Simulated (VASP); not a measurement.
Input:

```xyz
2
Lattice="0.0000 3.2300 3.2300 3.2300 0.0000 3.2300 3.2300 3.2300 0.0000" Properties=species:S:1:pos:R:3 pbc="T T T"
Te     3.2300     3.2300     3.2300
Pb     0.0000     0.0000     0.0000
```

The numbers are results of PBE GGA, VASP's PBE PAW potentials (set 64) (plane waves; VASP), not measurements. Run with 300 eV cut-off, 9×9×9 Γ-centred mesh, Fermi-Dirac smearing of 0.010 eV, potentials Te Pb_d.

At this cut-off the stress carries a Pulay error, which pulls relaxed volumes low.

Task: What does the run give for the energy per atom (σ→0), pressure?

Result: 
```json
{
 "energy per atom (σ→0)": "-3.750 eV/atom",
 "pressure": "1.82 GPa"
}
```

Total energies compare only between runs with the same potentials, cut-off and functional.

The structure is a typed PbTe crystal (Fm-3m). The cell was not relaxed at this level.
